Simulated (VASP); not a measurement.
Consider the following.

```
GeSi
1.0
    3.68102     0.00000     0.00000
   -1.84051     3.18786     0.00000
    0.00000     0.00000     6.10186
Si Ge
2 2
Direct
  0.33333   0.66667   0.00116
  0.66667   0.33333   0.50116
  0.33333   0.66667   0.37384
  0.66667   0.33333   0.87384
```

Calculation: PBEsol GGA, VASP's PBE PAW potentials (set 64) (plane waves; VASP). Run with 500 eV cut-off, 7×7×4 Γ-centred mesh, Gaussian smearing of 0.050 eV, potentials Si Ge_d.

Energy and stress use the plane-wave basis of the starting cell.

Problem. The ions, cell shape and volume at an external pressure of 30.0 GPa are relaxed. What does this cell relax into?

Solution. 
```
GeSi
1.0
    3.60958     0.00000     0.00000
   -1.80479     3.12599     0.00000
    0.00000     0.00000     5.99336
Si Ge
2 2
Direct
  0.33333   0.66667   0.00155
  0.66667   0.33333   0.50155
  0.33333   0.66667   0.37345
  0.66667   0.33333   0.87345
```
Space group P6_3mc (186), at a tolerance of 0.03 Å.

Problem. How do energy and volume change from the first to the last step?

Solution. The energy (σ→0) changes by +154.2 meV/atom and the volume by -5.6 %, in 11 ionic steps.

The structure was generated: SiGe was put into the wurtzite type (P6_3mc), which need not be its known phase. This run relaxes it under an external pressure of 30 GPa. Symmetry was kept, so distortions that lower it aren't found.
